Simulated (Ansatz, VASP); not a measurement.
# HgSb: VASP beside Ansatz

Aim: how closely do two programs agree when they are given the same cell, functional and k mesh? The cell is invented: As first built, before any earlier steps moved the atoms (in the runner's words): it takes the SnSb structure with some of its atoms replaced by other elements, volume scaled by an estimate. It may not be a known or stable phase. The cell is taken from a series of VASP runs on this material, whose earlier steps may have relaxed, scaled or displaced it; both programs get it as it stands.

Main program and level: Ansatz 0.2.0; plane waves, with VASP 6.6.1 beside it; relaxation of cell and atoms at LDA.

### 1. Set-up

It takes space group Fm-3m (No. 225, cubic). The conventional cell has a = 5.861 Å, b = 5.861 Å, c = 5.861 Å, α = 90.00°, β = 90.00°, γ = 90.00°. Nearest to Hg lie 6 Sb at 2.93 Å. Nearest to Sb lie 6 Hg at 2.93 Å. As first built, before any earlier steps moved the atoms (in the runner's words): sites of the SnSb structure (space group 225) filled with other elements, volume scaled by an estimate. Farther neighbours are not listed.

As a file:

```cif
data_structure
_symmetry_space_group_name_H-M 'P 1'
_symmetry_Int_Tables_number 1
_cell_length_a 4.1443
_cell_length_b 4.1443
_cell_length_c 4.1443
_cell_angle_alpha 60.000
_cell_angle_beta 60.000
_cell_angle_gamma 60.000
_cell_volume 50.33
loop_
_atom_site_label
_atom_site_type_symbol
_atom_site_fract_x
_atom_site_fract_y
_atom_site_fract_z
_atom_site_occupancy
Hg1 Hg 0.00000 0.00000 0.00000 1
Sb2 Sb 0.50000 0.50000 0.50000 1
```

### 2. Ansatz: relaxation of cell and atoms, LDA

Ansatz runs on its default PAW (the set named soft_2) files.

The relaxed volume is the usual yardstick between codes: its relative difference is about their pressure difference at one cell divided by the bulk modulus.

File input.yaml:

```yaml
crystal:
  lattice:
    - [0.0, 2.9304420075, 2.9304420075]
    - [2.9304420075, 0.0, 2.9304420075]
    - [2.9304420075, 2.9304420075, 0.0]
  atoms:
    - { symbol: Hg, position: [0.0, 0.0, 0.0] }
    - { symbol: Sb, position: [0.5, 0.5, 0.5] }
hamiltonian:
  xc: lda
  pseudopotentials: { kind: paw }
kpoints:
  mp_grid: { grid: [7, 7, 7] }
scf:
  occupations: { method: fermi_dirac, width: 0.05 }
relax:
  f_tol: 0.01
  max_steps: 60
  cell: { stress_tol: 0.05 }
output:
  forces: true
  stress: true
```

Launch:

```sh
> ansatz run input.yaml --threads 4 --pin off --max-ram 9216MiB --backend cpu --events-out ev --progress --plain --runs-dir out
```

Numbers of over 12 decimals in the logs are rounded to 6 here.

The program printed:

```text
Engine: ansatz 0.2.0, x86_64-unknown-linux-gnu
Pseudopotentials: kind: paw
Pseudopotential: Hg, paw, valence charge 20, recommended cutoff 420 eV (normal), Hg.paw.azcp
Pseudopotential: Sb, paw, valence charge 15, recommended cutoff 420 eV (normal), Sb.paw.azcp
Functional definition: SPW92
  exchange = slater_x
  correlation = pw_c
Crystal: 2 atoms, lattice volume = 50.330 Å³
Basis set: ecut = 420 eV, 941 PW (Γ)
Bands: 22, of which v1, the nominal top of the filled ones, is band 18 counted from 1 (17 counted from 0)
Symmetry: 48 space group operations
Space group: Fm-3m (ITA 225), of the structure as read, at distance tolerance 3.7e-5 Å
k-points: 20 of 343
Non-local potential: Hg, projectors of the file, l = 0: 3, l = 1: 2, l = 2: 2, l = 3: 1
Non-local potential: Sb, projectors of the file, l = 0: 2, l = 1: 2, l = 2: 2, l = 3: 2
PAW form: soft (Blöchl's): semilocal exchange-correlation on the pseudo side does not see the compensation charge
PAW frozen core: Hg, regenerated for the run's functional, and the local potential with it (the file was generated under x = pbe(κ = 0.804, μ = 0.219515), c = pbe(β = 0.066725))
PAW frozen core: Sb, regenerated for the run's functional, and the local potential with it (the file was generated under x = pbe(κ = 0.804, μ = 0.219515), c = pbe(β = 0.066725))
PAW one-centre angular grid: Hg, 590 points (default); XC on 64 Gauss nodes
PAW one-centre angular grid: Sb, 590 points (default); XC on 64 Gauss nodes
Initial density: superposition of atomic densities (neutral atoms: chi_scale 0, normalization atom), corrected by the library's trained network
Initial wavefunctions: pseudopotential atomic-orbital guess
Functional: x = slater, c = lda
SCF iter   1: F=—  HF=-19858.055801 eV  |F-HF|=—  |Δ(HF+E_count)|=         —  Δρ=6.21e-3  dr2=7.86e-3  ethr=1.77e-3  ⟨swp⟩=6.2  Hψ=2047  notcnv=0
preconditioner: auto → none  [insulator: Δε(μ)=0.120 eV  Ē_g=11.178 eV  σ=0.050 eV  W_gap=0.54  n_scr=14 (ndim 8)  ℏωp=21.6 eV  f_vac=0.003  D(μ)=1.61/eV (n_scr^D=14)  ε∞_Penn≈4.7]
SCF iter   2: F=—  HF=-19858.052414 eV  |F-HF|=—  |Δ(HF+E_count)|=   3.39e-3  Δρ=2.24e-3  dr2=9.03e-4  ethr=2.25e-5  ⟨swp⟩=2.0  Hψ=867  notcnv=0
SCF iter   3: F=—  HF=-19858.052255 eV  |F-HF|=—  |Δ(HF+E_count)|=   1.59e-4  Δρ=7.38e-4  dr2=1.56e-4  ethr=2.58e-6  ⟨swp⟩=2.9  Hψ=800  notcnv=0
SCF iter   4: F=—  HF=-19858.052221 eV  |F-HF|=—  |Δ(HF+E_count)|=   3.37e-5  Δρ=2.30e-4  dr2=2.25e-5  ethr=4.47e-7  ⟨swp⟩=2.0  Hψ=582  notcnv=0
SCF iter   5: F=—  HF=-19858.052205 eV  |F-HF|=—  |Δ(HF+E_count)|=   1.57e-5  Δρ=2.59e-5  dr2=2.10e-7  ethr=6.43e-8  ⟨swp⟩=2.1  Hψ=601  notcnv=0
SCF iter   6: F=-19858.052205 eV  HF=-19858.052205 eV  |F-HF|=3.64e-11  |Δ(HF+E_count)|=   2.49e-8  Δρ=3.33e-6  dr2=2.48e-9  ethr=2.86e-10  ⟨swp⟩=4.6  Hψ=1419  notcnv=0
SCF 1 converged in 6 iterations: F = -19858.052205 eV  dr2 = 2.48e-9
  greatest PAW one-centre occupation: 1.000 electrons in one spin orbital (limit 2), on the Hg atom at site 0 (counted from 0), in its partial waves of l = 0
relax step   1: F+E_penalty+E_count = -19858.05220518 eV  Δ(F+E_penalty+E_count) = +0.000e0 eV  max|allowed force component| = 3.642e-29 eV/Å  Δτ_max = 0.0000 Å  P = -0.210 GPa  Ω = 50.330 Å³  (6 SCF iters, dr2 threshold 1.00e-7 eV, accepted)
[...]
relax step   2: F+E_penalty+E_count = -19858.05228740 eV  Δ(F+E_penalty+E_count) = -8.222e-5 eV  max|allowed force component| = 1.841e-29 eV/Å  Δτ_max = 0.0000 Å  P = +0.199 GPa  Ω = 50.044 Å³  energy of the carried Pulay correction = +7.021e-5 eV  (4 SCF iters, dr2 threshold 1.11e-7 eV, accepted)
[...]
relax step   3: F+E_penalty+E_count = -19858.05233903 eV  Δ(F+E_penalty+E_count) = -5.162e-5 eV  max|allowed force component| = 1.491e-29 eV/Å  Δτ_max = 0.0000 Å  P = -0.001 GPa  Ω = 50.183 Å³  energy of the carried Pulay correction = +3.610e-5 eV  (4 SCF iters, dr2 threshold 9.94e-8 eV, accepted)
[...]
relax step   4: F+E_penalty+E_count = -19858.05228391 eV  Δ(F+E_penalty+E_count) = +5.512e-5 eV  max|allowed force component| = 1.570e-29 eV/Å  Δτ_max = 0.0000 Å  P = -0.000 GPa  Ω = 50.183 Å³  stress off target by 3.52e-4 GPa  SCF on the basis re-selected at this cell (its energy is not comparable with the rows above)  (4 SCF iters)
basis re-selected at this cell: Δ(F+E_penalty+E_count) = +5.512e-5 eV, ΔP = +0.001 GPa vs the last step (what re-selecting the basis moved, of the pressure what is left beyond the Pulay correction that the steps carried, after the strain that the cell walked since its last selection, with what the two solves' SCF thresholds leave and, on support functions, any second-order correction that the steps lacked; it is no m [...]
SCF converged after 4 iterations
Free energy (F): -19858.052284 eV
Harris-Foulkes:  -19858.052284 eV  (|F-HF|=7.28e-12)
Internal energy: -19858.038862 eV  (E = F + TS)
E sigma→0 (E₀):  -19858.045573 eV
Entropy (-TS):   -0.013422 eV (-6.711 meV/atom)
Fermi energy:    12.881972 eV
--- Per-component energies (eV) ---
  E_band       = -561.248527
  E_kinetic    = 813.892720
  E_local      = -4185.436100  (includes V_loc(G=0)·N_el)
  E_nonlocal   = 445.101657
  E_hartree    = 1834.001797
  E_xc         = -358.267737
  E_vxc        = -361.210625  (∫ρ·V_xc dr)
  E_paw        = -14080.841473  (= ΣΔE_a)
  E_vpaw       = -941.600680  (= ΣTr[D̂ρ^β])
  E_aug_tail   = 0.000845  (compensation charges beyond the density's cutoff)
  E_ewald      = -4327.625488
  E_core_change = 1.134916  (= ΣΔE_core)
  E_smearing   = -0.013422  (= −TS)
  E_closure    = 0.000000  (closes the sum)
  Σ components = -19858.052284   (vs F -19858.052284, Δ=0.00e0)
--- Forces (eV/Å), atoms counted from 1 ---
  atom   1  Hg    -0.00000000     0.00000000     0.00000000
  atom   2  Sb     0.00000000    -0.00000000     0.00000000
  max |Σ_I F_I| component: 3.17e-29 eV/Å
--- Stress (GPa, compression-positive) ---
       -0.000352       0.000000       0.000000
        0.000000      -0.000352       0.000000
        0.000000       0.000000      -0.000352
  P = ⅓ Tr σ = -0.0004 GPa (-0.004 kbar)
--- Relaxed structure (3 steps of the walk, 3 accepted, 1 SCFs on fresh bases) ---
  F+E_penalty+E_count = -19858.05228391 eV   max|allowed force component| = 1.570e-29 eV/Å   (the final SCF, on the basis selected at the relaxed cell)
  cell:  # Å, volume = 50.1827 Å³
    - [0, 2.927576, 2.927576]
    - [2.927576, 0, 2.927576]
    - [2.927576, 2.927576, 0]
  atoms:
    - { symbol: Hg, position: [0, 0, 0] }
    - { symbol: Sb, position: [0.5, 0.5, 0.5] }
```

The job ended after 1.5 s (4 threads of AMD EPYC 9R45, shared host; peak memory 0.4 GiB; 2.5 s of CPU time).

### 3. VASP: relaxation of cell and atoms, LDA

The same cell, functional (in two slightly different forms), mesh and smearing now go to VASP, with its own data sets and cutoff.

Lines of VASP's logs that name or quote its potential files are left out, and so is its time.

File INCAR:

```
SYSTEM = HgSb
PREC = Accurate
ENCUT = 400
EDIFF = 1E-06
NELM = 100
ISMEAR = -1
SIGMA = 0.05
LREAL = .FALSE.
ALGO = Normal
GGA = CA
LORBIT = 11
LWAVE = .FALSE.
LCHARG = .FALSE.
IBRION = 2
NSW = 60
ISIF = 3
EDIFFG = -0.01
```

File POSCAR:

```
HgSb
1.0
    0.0000000000      2.9304420075      2.9304420075
    2.9304420075      0.0000000000      2.9304420075
    2.9304420075      2.9304420075      0.0000000000
Hg Sb
1 1
Direct
    0.0000000000      0.0000000000      0.0000000000
    0.5000000000      0.5000000000      0.5000000000
```

File KPOINTS:

```
Automatic mesh
0
Gamma
7 7 7
0 0 0
```

The projector-augmented-wave data sets are Hg and Sb (LDA family, release 64).

Launch:

```sh
> mpirun -np 1 vasp_std
```

The program printed:

```text
[banner, memory and clock lines left out]
running    1 mpi-ranks, on    1 nodes
 distrk:  each k-point on    1 cores,    1 groups
 distr:  one band on    1 cores,    1 groups

 POSCAR found type information on POSCAR HgSb
 POSCAR found :  2 types and       2 ions
 LDA part: xc-table for (Slater(with rela. corr.)+CA(PZ))
 , standard interpolation
 POSCAR, INCAR and KPOINTS ok, starting setup
 FFT: planning ... GRIDC
 FFT: planning ... GRID_SOFT
 FFT: planning ... GRID
 WAVECAR not read
 entering main loop
       N       E                     dE             d eps       ncg     rms          rms(c)
DAV:   1     0.953285709916E+02    0.95329E+02   -0.65431E+03   480   0.990E+02
DAV:   2    -0.267519540684E+01   -0.98004E+02   -0.93297E+02   524   0.268E+02
DAV:   3    -0.581244505542E+01   -0.31372E+01   -0.31023E+01   588   0.532E+01
DAV:   4    -0.582916073382E+01   -0.16716E-01   -0.16712E-01   520   0.385E+00
DAV:   5    -0.582933185145E+01   -0.17112E-03   -0.17112E-03   600   0.409E-01    0.528E+00
DAV:   6    -0.559629570617E+01    0.23304E+00   -0.71236E-01   524   0.124E+01    0.425E+00
DAV:   7    -0.558850486271E+01    0.77908E-02   -0.62942E-02   524   0.210E+00    0.227E+00
DAV:   8    -0.558417749458E+01    0.43274E-02   -0.49798E-03   520   0.989E-01    0.156E-01
DAV:   9    -0.558399062878E+01    0.18687E-03   -0.77152E-04   576   0.401E-01    0.316E-02
DAV:  10    -0.558399277685E+01   -0.21481E-05   -0.47553E-05   528   0.816E-02    0.187E-02
DAV:  11    -0.558399258744E+01    0.18941E-06   -0.21081E-06   468   0.157E-02
   1 F= -.55839926E+01 E0= -.55768955E+01  d E =-.558399E+01
 curvature:   0.00 expect dE= 0.000E+00 dE for cont linesearch  0.000E+00
 trial: gam= 0.00000 g(F)=  0.281E-62 g(S)=  0.286E-03 ort = 0.000E+00 (trialstep = 0.100E+01)
 search vector abs. value=  0.286E-03
 bond charge predicted
       N       E                     dE             d eps       ncg     rms          rms(c)
DAV:   1    -0.558735339231E+01   -0.33606E-02   -0.65381E-02   528   0.347E+00    0.431E-01
DAV:   2    -0.558429772599E+01    0.30557E-02   -0.89483E-03   512   0.152E+00    0.149E-01
DAV:   3    -0.558409695281E+01    0.20077E-03   -0.56092E-04   524   0.254E-01    0.130E-01
DAV:   4    -0.558404533286E+01    0.51620E-04   -0.13453E-04   504   0.937E-02    0.901E-03
DAV:   5    -0.558404154364E+01    0.37892E-05   -0.12490E-05   500   0.469E-02    0.775E-03
DAV:   6    -0.558404091757E+01    0.62606E-06   -0.26534E-06   508   0.124E-02
   2 F= -.55840409E+01 E0= -.55769386E+01  d E =-.483301E-04
 trial-energy change:   -0.000048  1 .order   -0.000078   -0.000286    0.000131
 step:   0.5835(harm=  0.6863)  dis= 0.00000  next Energy=    -5.584070 (dE=-0.777E-04)
 bond charge predicted
       N       E                     dE             d eps       ncg     rms          rms(c)
DAV:   1    -0.558465339190E+01   -0.61185E-03   -0.11459E-02   524   0.145E+00    0.176E-01
DAV:   2    -0.558412225371E+01    0.53114E-03   -0.15732E-03   500   0.638E-01    0.606E-02
DAV:   3    -0.558408804465E+01    0.34209E-04   -0.96286E-05   524   0.104E-01    0.525E-02
DAV:   4    -0.558407926015E+01    0.87845E-05   -0.23845E-05   496   0.395E-02    0.374E-03
DAV:   5    -0.558407855669E+01    0.70346E-06   -0.22179E-06   356   0.201E-02
   3 F= -.55840786E+01 E0= -.55769774E+01  d E =-.859693E-04
 curvature:  -0.31 expect dE=-0.476E-06 dE for cont linesearch -0.476E-06
 trial: gam= 0.00000 g(F)=  0.724E-61 g(S)=  0.155E-05 ort =-0.211E-04 (trialstep = 0.917E+00)
 search vector abs. value=  0.155E-05
 reached required accuracy - stopping structural energy minimisation
```

Parts of OUTCAR (step 3):

```text
ion  position               nearest neighbor table
   1  0.000  0.000  0.000-   2 2.93   2 2.93   2 2.93   2 2.93   2 2.93   2 2.93
   2  0.500  0.500  0.500-   1 2.93   1 2.93   1 2.93   1 2.93   1 2.93   1 2.93

  LATTYP: Found a face centered cubic cell.
 ALAT       =     5.8608840150

 Subroutine GETGRP returns: Found 48 space group operations
 (whereof 48 operations were pure point group operations)

The static configuration has the point symmetry O_h .

 Found     20 irreducible k-points:

   k-points           NKPTS =     20   k-points in BZ     NKDIM =     20   number of bands    NBANDS=     12

   dimension x,y,z NGX =    28 NGY =   28 NGZ =   28
   dimension x,y,z NGXF=    56 NGYF=   56 NGZF=   56

   ENCUT  =  400.0 eV  29.40 Ry    5.42 a.u.   6.76  6.76  6.76*2*pi/ulx,y,z

   NELECT =      17.0000    total number of electrons

 k-points in reciprocal lattice and weights: Automatic mesh
   0.00000000  0.00000000  0.00000000       0.003
   0.14285714  0.00000000  0.00000000       0.023
   0.28571429  0.00000000  0.00000000       0.023
   0.42857143  0.00000000  0.00000000       0.023
   0.14285714  0.14285714  0.00000000       0.017
   0.28571429  0.14285714  0.00000000       0.070
   0.42857143  0.14285714  0.00000000       0.070
  -0.42857143  0.14285714  0.00000000       0.070
  -0.28571429  0.14285714  0.00000000       0.070
[...]
-0.42857143  0.42857143  0.14285714       0.070
  -0.28571429  0.42857143  0.14285714       0.070

 average (electrostatic) potential at core
       1 -38.5496       2 -88.1044

 E-fermi :   5.6437

 k-point     1 :       0.0000    0.0000    0.0000
  band No.  band energies     occupation
    ...
      2      -1.7912      2.00000
      3      -1.7912      2.00000
      4      -1.7280      2.00000
      5      -1.7280      2.00000
      6      -1.7280      2.00000
      7       5.9568      0.00380
      8       5.9568      0.00380
      9       5.9568      0.00380
     10       6.4228      0.00000
     11      13.2730      0.00000
    ...

 k-point     2 :       0.1429    0.0000    0.0000
  band No.  band energies     occupation
    ...
      3      -1.8642      2.00000
      4      -1.7571      2.00000
      5      -1.6927      2.00000
      6      -1.6927      2.00000
      7       3.6802      2.00000
      8       6.1406      0.00010
      9       6.1406      0.00010
     10       8.3259      0.00000
     11      11.7036      0.00000
     12      12.3667      0.00000

 k-point     3 :       0.2857    0.0000    0.0000
  band No.  band energies     occupation
    ...
      3      -2.0309      2.00000
      4      -1.8682      2.00000
      5      -1.5998      2.00000
      6      -1.5998      2.00000
      7       1.3591      2.00000
      8       6.6144      0.00000
      9       6.6144      0.00000
     10       9.0295      0.00000
     11      10.7243      0.00000
     12      10.7763      0.00000

  Total       -0.0046340     -0.0046340     -0.0046340      0.0000000      0.0000000     -0.0000000
  in kB       -0.1471239     -0.1471239     -0.1471239      0.0000000      0.0000000     -0.0000000
  external PRESSURE =      -0.1471239 kB  Pullay stress =       0.0000000 kB

  energy-cutoff  :      400.00
  volume of cell :       50.46
      direct lattice vectors                 reciprocal lattice vectors
    -0.000000000  2.933036960  2.933036960    -0.170471769  0.170471769  0.170471769
     2.933036960 -0.000000000  2.933036960     0.170471769 -0.170471769  0.170471769
     2.933036960  2.933036960  0.000000000     0.170471769  0.170471769 -0.170471769

 POSITION                                       TOTAL-FORCE (eV/Angst)
 -----------------------------------------------------------------------------------
      0.00000      0.00000      0.00000         0.000000      0.000000      0.000000
      2.93304      2.93304      2.93304        -0.000000     -0.000000     -0.000000
 -----------------------------------------------------------------------------------
    total drift:                               -0.000000     -0.000000      0.000000

  FREE ENERGIE OF THE ION-ELECTRON SYSTEM (eV)
  ---------------------------------------------------
  free  energy   TOTEN  =        -5.5840785567 eV

  energy  without entropy=       -5.5698761788  energy(sigma->0) =       -5.57697737

 reached required accuracy - stopping structural energy minimisation

 total charge
# of ion       s       p       d       tot
------------------------------------------
    1        0.858   0.435   9.274  10.567
    2        1.214   1.142   0.040   2.395
--------------------------------------------------
tot          2.072   1.577   9.314  12.963

[... 3 further parts left out ...]
```

CONTCAR:

```
HgSb
   1.00000000000000
    -0.0000000000000000    2.9330369599437538    2.9330369599437538
     2.9330369599437538   -0.0000000000000000    2.9330369599437538
     2.9330369599437538    2.9330369599437538    0.0000000000000000
  Hg              Sb
     1     1
Direct
     0.0000000000000000    0.0000000000000000    0.0000000000000000
     0.5000000000000000    0.5000000000000000    0.5000000000000000
```

### 4. Differences

Known differences besides the potentials themselves: the two LDA forms differ slightly; both relaxations stop at a tolerance, which leaves soft axes loose, and VASP keeps its plane-wave basis; the data sets hold 35 valence electrons in Ansatz (default PAW (the set named soft_2) files) and 17 in VASP; the cutoff is 420 eV in Ansatz and 400 eV in VASP; VASP's log shows a relativistic correction to its local exchange, Ansatz's none; Ansatz adds a Pulay correction to the stress that steers its cell, VASP none. Total energies have different zeros and are not compared.

Both answers:

| quantity | Ansatz | VASP | difference |
| --- | --- | --- | --- |
| volume (Å³) | 50.18 | 50.46 | -0.56 % |
| edge a after relaxation, in the typed setting (Å) | 4.140 | 4.148 | -0.19 % |

The walks stopped with 0.00 GPa left in Ansatz and -0.01 GPa in VASP; each walk ends within a tolerance, so the volume difference is uncertain by about these residues over the bulk modulus, most in soft cells.

### 5. Outcome

```yaml
difference_in_volume_relaxation_of_cell_and_atoms_lda: -0.56 %
```

What this shows: The difference in volume is -0.56 % (relaxation of cell and atoms, LDA), within the 1.2 % picked in this series as the mark of a large difference, as far as the stopping tolerances let one tell. Such differences can come from data sets, numerical settings and the points named under the comparisons, not from the functional's error against experiment.

[Lines on the potential files, build, host, timing and source positions are cut from VASP's logs without a mark.]

[Logs are printed without paths, hosts, clocks, repeated set-up lines and the standing remarks that a program may print on its own settings, such as how far it seeks lower states.]

[Hosts, paths, dates, database ids (printed as entryN), source tags and the programs' standing remarks are cut or masked in the printed files.]
